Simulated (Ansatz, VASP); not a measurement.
## Two plane-wave programs on CsRe

```xyz
2
Lattice="0.0000 3.4223 3.4223 3.4223 0.0000 3.4223 3.4223 3.4223 0.0000" Properties=species:S:1:pos:R:3 pbc="T T T"
Cs    1.7112    1.7112    1.7112
Re    3.4223    3.4223    3.4223
```

The cell was built by a generator and needn't be a form met in nature.

Alike in both runs: task band structure; functional revPBE; k mesh 7 × 7 × 7; occupations fermi-dirac, width 0.05 eV; no spin polarisation.

|  | VASP | Ansatz |
| --- | --- | --- |
| version | VASP 6.6.1 | Ansatz 0.2.0 |
| potentials or method | VASP PAW PBE potentials, release 64 (Cs_sv, Re) | Ansatz PAW |
| plane-wave cutoff (eV) | 520 | 420 |
| valence electrons in the cell | 16 | 24 |

```tsv
	VASP	Ansatz	Ansatz less VASP
gap on the k mesh at the Fermi level (eV)	none	none	-
pressure (GPa)	0.1	-0.6	-0.72
```

A gap of «none» marks a metal or a gap that the smearing closes. The functional is the same, so the differences come from potentials, cutoffs and numerics. The two sets of potentials don't hold the same shells in valence.

Caveats: spin-orbit coupling is left out, which moves the levels of the heavy elements; the PAW data sets were made with another functional, which shifts forces and pressure a little (VASP); the PAW data sets come from PBE, with cores solved anew for the run's functional, which leaves a small shift of forces and pressure (Ansatz).
